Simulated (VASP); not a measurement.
Here is the system:

```
Ta
1.0
   -1.65000     1.65000     1.65000
    1.65000    -1.65000     1.65000
    1.65000     1.65000    -1.65000
Ta
1
Direct
  0.00000   0.00000   0.00000
```

The numbers are results of optB86b-vdW, VASP's PBE PAW potentials (set 64) (plane waves; VASP), not measurements. Settings: 520 eV cut-off, 17×17×17 Γ-centred mesh, tetrahedra with Blöchl corrections, potentials Ta_pv.

Unless said otherwise, spin-orbit coupling is left out, though it shifts the bands of the heavy elements here.

Problem. Tabulate the total density of states (states/eV per cell) against energy (eV; zero at the valence-band maximum or, without a gap, the Fermi level).

Solution. 
```
E (eV) | DOS (states/eV)
    -9.98 |  0.00
    -9.38 |  0.00
    -8.90 |  0.00
    -8.30 |  0.00
    -7.70 |  0.02
    -7.22 | # 0.05
    -6.62 | ## 0.08
    -6.02 | ## 0.11
    -5.54 | ### 0.14
    -4.94 | #### 0.21
    -4.34 | ########### 0.51
    -3.86 | ############# 0.63
    -3.26 | ################## 0.87
    -2.66 | ################### 0.92
    -2.18 | ######## 0.38
    -1.58 | ######################### 1.19
    -0.98 | ############################# 1.37
    -0.50 | ############################## 1.41
     0.10 | ########################## 1.22
     0.70 | ########## 0.47
     1.18 | ###### 0.30
     1.78 | ######## 0.36
     2.38 | ############### 0.73
     2.86 | ################## 0.84
     3.46 | ######################## 1.11
```
Within 2 eV below the Fermi level the largest weight inside VASP's projection spheres is Ta d.

The compound is Ta in the bcc structure. The cell was not relaxed at this level.
